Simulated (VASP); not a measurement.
NbB2, 3 atoms in the cell. The structure is hexagonal, space group P6/mmm (No. 191). The conventional cell has a = 3.111 Å, b = 3.111 Å, c = 3.345 Å, α = 90.00°, β = 90.00°, γ = 120.00°. Nb (site symmetry 6/mmm) has 12 B at 2.45 Å as nearest neighbours. Around B (site symmetry -6m2) lie 3 B at 1.80 Å. The cell is a database's computed one.

```yaml
Program: VASP 6.6.1
Task: relaxation of cell and atoms
Functional: PBEsol
Potentials_or_basis: VASP PAW PBE potentials, release 64 (Nb_sv, B)
Cutoff: 600 eV
k_mesh: 15 × 15 × 12
Occupations: gaussian, width 0.1 eV
Spin: no spin polarisation
Dipole_correction: no
Further_INCAR_settings: ALGO = Fast; EDIFF = 1e-07; IBRION = 2; EDIFFG = -0.005; NSW = 100; ISIF = 3
```

Potentials or basis: VASP PAW PBE potentials, release 64 (Nb_sv, B).

Command:

```sh
$ cat potpaw_PBE.64/Nb_sv/POTCAR potpaw_PBE.64/B/POTCAR > POTCAR
$ mpirun -np 1 vasp_std > vasp.out
```

Hardware: 1 thread of Intel(R) Xeon(R) 6975P-C (Granite Rapids), with other jobs on the host.

Task: How long does it take, and how much memory?

Result: It took 9.7 min on 1 thread of Intel(R) Xeon(R) 6975P-C (Granite Rapids), with other jobs on the host, peak memory 0.25 GiB. Counts: scf iterations 146, k points 189, ion steps 9.
